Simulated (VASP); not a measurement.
BaPr under changes of volume

One of the cells (46.581 Å³/atom); the others are scaled copies at fixed shape and fractional positions:

```
CELL_PARAMETERS angstrom
4.03028 0.00000 0.00000
-2.01514 3.49032 0.00000
0.00000 0.00000 6.62272
ATOMIC_POSITIONS crystal
Pr 0.33333 0.66667 0.00000
Ba 0.66667 0.33333 0.50000
```

The cell comes from a database or a generator and needn't be the stable form of this composition.

| Property | Result |
| --- | --- |
| Program | VASP 6.6.1 |
| Functional | PBE |
| Potentials or basis | VASP PAW PBE potentials, release 64 (Pr, Ba_sv) |
| Cutoff | 520 eV |
| k mesh | 8 × 8 × 4 |
| Occupations | fermi-dirac, width 0.05 eV |
| Spin | collinear spin, ferromagnetic start |
| Starting moments | [2.0, 0.0] μB |

| volume (Å³/atom) | energy over the lowest point (meV/atom) | pressure (GPa) | moment (μB per cell) |
| --- | --- | --- | --- |
| 42.927 | 0.00 | 1.1 | 3.00 |
| 43.841 | 49.50 | 0.5 | 3.05 |
| 44.754 | 48.26 | 0.2 | 3.06 |
| 46.581 | 50.20 | -0.3 | 3.08 |
| 47.494 | ? | ? | ? |
| 48.407 | 57.38 | -0.8 | 3.09 |

Task: What does the run at 47.494 Å³/atom give?

Result: Energy over the lowest point 53.19 meV/atom; pressure -0.5 GPa; moment 3.09 μB per cell.

The energies don't lie on one smooth curve, so no fit is given. The run at 42.927 Å³/atom lies farthest off, from a change of basis, grid or state.

Energies are extrapolated to zero smearing.

Caveats: the magnetic or orbital state may not be the lowest; without U or exact exchange the open f shell lies at the Fermi level, which spoils levels, moments and volumes.
